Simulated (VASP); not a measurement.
**Tl (relaxed from the simple-cubic structure, space group Pm-3m): computed properties**

Computed with PBEsol GGA, VASP's PBE PAW potentials (set 64) (plane waves; VASP 6.6.1).

```yaml
space_group: Pm-3m (221)
cell: a = b = c = 3.142 Å, α = β = γ = 90.00°
volume_per_atom: 31.03 Å³/atom
band gap (over mesh and band path): none (metal, semimetal or under 0.01 eV)
density: 10.94 g/cm³
```

```xyz
1
Lattice="3.1422 0.0000 0.0000 0.0000 3.1422 0.0000 0.0000 0.0000 3.1422" Properties=species:S:1:pos:R:3 pbc="T T T"
Tl     0.0000     0.0000     0.0000
```

Unless said otherwise, spin-orbit coupling is left out, though it shifts the bands of the heavy elements here.

The structure was generated: Tl was put into the simple-cubic type (Pm-3m), which need not be its known phase. It was relaxed first. Symmetry was kept, so distortions that lower it aren't found.
